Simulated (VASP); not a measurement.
Here is the system:

```
HfN
1.0
    3.10559     0.00000     0.00000
    0.00000     3.10559     0.00000
    0.00000     0.00000     3.10559
Hf N
1 1
Direct
  0.00000   0.00000   0.00000
  0.50000   0.50000   0.50000
```

The numbers are results of PBEsol GGA, VASP's PBE PAW potentials (set 64) (plane waves; VASP), not measurements. Settings: 520 eV cut-off, 8×8×8 Γ-centred mesh, Gaussian smearing of 0.050 eV, potentials Hf_pv N.

Energy and stress use the plane-wave basis of the starting cell.

The ions, cell shape and volume are relaxed. Predict the relaxed structure.

```
HfN
1.0
    2.78063     0.00000     0.00000
    0.00000     2.78063     0.00000
    0.00000     0.00000     2.78063
Hf N
1 1
Cartesian
  0.00000   0.00000   0.00000
  1.39032   1.39032   1.39032
```
Space group Pm-3m (221), at a tolerance of 0.03 Å.

How do energy and volume change from the first to the last step?

The energy (σ→0) changes by -747.2 meV/atom and the volume by -28.2 %, in 5 ionic steps.

The structure was generated: HfN was put into the CsCl type (Pm-3m), which need not be its known phase. This run relaxes it. Symmetry was kept, so distortions that lower it aren't found. The electron count is odd and the run is not spin-polarised, which forces a metal.
